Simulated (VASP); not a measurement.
Here is a VASP 6.6.1 calculation.

Contents of INCAR:

```
SYSTEM = NaAg2
PREC = Accurate ; ENCUT = 600
EDIFF = 1E-6 ; ISMEAR = -1
SIGMA = 0.1 ; LREAL = .False.
LASPH = .True. ; NELM = 100
ALGO = Normal ; ISIF = 3
LWAVE = .False. ; LCHARG = .False.
GGA = PS ; IBRION = 2
NSW = 60 ; EDIFFG = -0.01
```

Contents of KPOINTS:

```
Automatic mesh
0
Gamma
  4 4 4
  0 0 0
```

The input POSCAR:

```
NaAg2
1.0
    0.0000000000      3.9646286200      3.9646286200
    3.9646286200      0.0000000000      3.9646286200
    3.9646286200      3.9646286200      0.0000000000
Ag Na
4 2
Direct
    0.6250000000      0.6250000000      0.6250000000
    0.1250000000      0.6250000000      0.6250000000
    0.6250000000      0.6250000000      0.1250000000
    0.6250000000      0.1250000000      0.6250000000
    0.0000000000      0.0000000000      0.0000000000
    0.2500000000      0.2500000000      0.2500000000
```

Potentials or basis: VASP PAW PBE potentials, release 64 (Ag, Na_pv).

The run is started by

```sh
$ cat potpaw_PBE.64/Ag/POTCAR potpaw_PBE.64/Na_pv/POTCAR > POTCAR
$ mpirun -np 1 vasp_std > vasp.out
```

(1) What does it give for the relaxed volume?

(2) Estimate the space group after relaxing (to 0.05 Å).

## Answers

(1) 20.21 Å³/atom.

(2) Fd-3m (No. 227).

Caveat: the PAW data sets were made with another functional, which shifts forces and pressure a little.
